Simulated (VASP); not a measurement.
An input for Ansatz (written as the equivalent of a VASP run, and not itself run):

Ansatz 0.2 input:
```yaml
crystal:
  lattice:
    - [2.7975699, 0.0000000, 0.0000000]
    - [0.0000000, 2.7975699, 0.0000000]
    - [0.0000000, 0.0000000, 2.7975699]
  atoms:
    - { symbol: Al, position: [0.5000000, 0.5000000, 0.5000000] }
    - { symbol: Ni, position: [0.0000000, 0.0000000, 0.0000000] }
kpoints:
  mp_grid: { grid: [13, 13, 13] }
hamiltonian:
  xc: pbe
  pseudopotentials: { kind: paw }
scf:
  occupations: { method: methfessel_paxton, width: 0.1 }
  max_iter: 100
relax:
  max_steps: 40
  f_tol: 0.02
  cell: { p_target: 20 }
output: { forces: true, stress: true, eigenvalues: true }
```

Problem. Translate this input to VASP (INCAR, KPOINTS, POSCAR, choice of POTCAR).

Solution. Several could match; the one computed here: 
INCAR:
```
SYSTEM=NiAl
PREC=Accurate; ENCUT=500; LREAL=.False.
LASPH=.True.
EDIFF=1E-6; NELM=100; ALGO=Normal
LMAXMIX=4
ISMEAR=1; SIGMA=0.1
GGA=PE
IBRION=2; NSW=40; ISIF=3
EDIFFG=-0.02; PSTRESS=200
LWAVE=.False.; LCHARG=.False.
```

**POSCAR**
```
NiAl
1
    2.7975698637     0.0000000000    -0.0000000000
   -0.0000000000     2.7975698637    -0.0000000000
    0.0000000000     0.0000000000     2.7975698637
Al Ni
1 1
Direct
  0.5000000000   0.5000000000   0.5000000000
  0.0000000000   0.0000000000   0.0000000000
```

### KPOINTS
```
kpoints
0
Gamma
  13 13 13
```

POTCAR, in this order: Al Ni (PBE.64 set). Program: vasp_std.

The two are equivalent in intent, not identical: each code has its own PAW files, so the cut-off isn't converted (ENCUT is set for VASP's; basis.ecutwfc is left out, and Ansatz then takes the one that its files recommend); Ansatz stops its SCF on the density residual and VASP on the energy change (EDIFF).

The compound is NiAl in the CsCl type structure. It was relaxed first under an external pressure of 20 GPa.
